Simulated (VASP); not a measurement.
Data:

```
LaN
1.0
    3.14227    -2.29632     0.00000
    3.14227     2.29632     0.00000
   -1.14053     0.00000     6.78642
La N
2 2
Direct
  0.00000   0.50000   0.00000
  0.50000   0.00000   0.50000
  0.58160   0.41840   0.25000
  0.41840   0.58160   0.75000
```

All values below come from PBE GGA, VASP's PBE PAW potentials (set 64) (plane waves; VASP 6.6.1). Numerical set-up: 325 eV cut-off, 6×6×3 Γ-centred mesh, Gaussian smearing of 0.050 eV, potentials La N.

At this cut-off the stress carries a Pulay error, which pulls relaxed volumes low.

Task: Which forces act on the atoms, in eV/Å?

Result: 
```tsv
atom	Fx	Fy	Fz
La1	0.000	0.000	0.000
La2	0.000	0.000	0.000
N3	0.000	-0.192	0.000
N4	0.000	0.192	0.000
```

Task: Give the stress tensor in GPa (positive for a compressed cell).

Result: 
```
-14.13    0.00    1.26
  0.00  -19.56    0.00
  1.26    0.00  -19.92
```
The pressure is its mean diagonal, -17.87 GPa.

The structure was generated: LaN was put into the tenorite type (C2/c), which need not be its known phase. The cell was not relaxed at this level. The run is one of a series of settings (ENCUT = 325 against the base run), some of them coarse on purpose.
